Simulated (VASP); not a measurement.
Calculation: PBE GGA, VASP's PBE PAW potentials (set 64) (plane waves; VASP).

The input files of a VASP run:

### KPOINTS
```
Automatic mesh
0
Gamma
7 7 7
0 0 0
```

**INCAR**
```
# general
SYSTEM =SiRu
PREC   =Accurate
ENCUT  =120
LREAL  =.FALSE.
LASPH  =.TRUE.

# electronic loop
EDIFF  =1E-6
NELM   =100   # most electronic steps
ALGO   =Normal
LMAXMIX=4

# smearing
ISMEAR =-1   # Fermi-Dirac
SIGMA  =0.05

# functional
GGA    =PE   # PBE

# ions
ISIF   =2   # forces and stress, cell fixed

# output
LWAVE  =.FALSE.
LCHARG =.FALSE.
```

POSCAR:
```
SiRu
1
    4.7486230000     0.0000000000     0.0000000000
    0.0000000000     4.7486230000     0.0000000000
    0.0000000000     0.0000000000     4.7486230000
Si Ru
4 4
Direct
  0.1624200000   0.3375800000   0.6624200000
  0.3375800000   0.6624200000   0.1624200000
  0.6624200000   0.1624200000   0.3375800000
  0.8375800000   0.8375800000   0.8375800000
  0.8705900000   0.6294100000   0.3705900000
  0.6294100000   0.3705900000   0.8705900000
  0.3705900000   0.8705900000   0.6294100000
  0.1294100000   0.1294100000   0.1294100000
```

POTCAR, in this order: Si Ru_pv (PBE.64 set). Program: vasp_std.

Task: What will the output report for the number of irreducible k-points (NKPTS), largest plane-wave count, number of space-group operations, FFT grid (NGX, NGY, NGZ)?

Result: 
```yaml
number of irreducible k-points (NKPTS): 24
largest_plane_wave_count: 326
number_of_space_group_operations: 12
FFT grid (NGX, NGY, NGZ): 18 × 18 × 18
```

The structure comes from a computed database's SiRu entry; how it stands against other phases isn't given here. The cell was not relaxed at this level. The run is one of a series of settings (ENCUT = 120 against the base run), some of them coarse on purpose.
